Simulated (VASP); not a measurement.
All values below come from PBE GGA, VASP's PBE PAW potentials (set 64) (plane waves; VASP).

VASP input:

### POSCAR
```
ZnO
1
    1.6429897518    -2.8457421785    -0.0000000000
    1.6429897518     2.8457421785     0.0000000000
    0.0000000000    -0.0000000000     5.3047318335
Zn O
2 2
Direct
  0.6666670000   0.3333330000   0.5012495157
  0.3333330000   0.6666670000   0.0012495157
  0.6666670000   0.3333330000   0.8807504843
  0.3333330000   0.6666670000   0.3807504843
```

### INCAR
```
# general
SYSTEM  = ZnO
PREC    = Accurate
ENCUT   = 520
LREAL   = .FALSE.
LASPH   = .TRUE.
NBANDS  = 66

# electronic loop
EDIFF   = 1E-7
NELM    = 100
ALGO    = Normal
LMAXMIX = 4

# smearing
ISMEAR  = 0
SIGMA   = 0.01

# functional
GGA     = PE

# output
LWAVE   = .FALSE.
LCHARG  = .FALSE.
NEDOS   = 1001

# other
LOPTICS = .TRUE.
CSHIFT  = 0.1
```

### KPOINTS
```
Automatic mesh
0
Gamma
18 18 10
0 0 0
```

POTCAR, in this order: Zn O (PBE.64 set). Program: vasp_std.

Q: What will the output report for the number of irreducible k-points (NKPTS), largest plane-wave count, number of space-group operations, FFT grid (NGX, NGY, NGZ)?

A: 
```yaml
number of irreducible k-points (NKPTS): 222
largest_plane_wave_count: 1362
number_of_space_group_operations: 12
FFT grid (NGX, NGY, NGZ): 24 × 24 × 40
```

The compound is ZnO in the wurtzite structure. It was relaxed first.
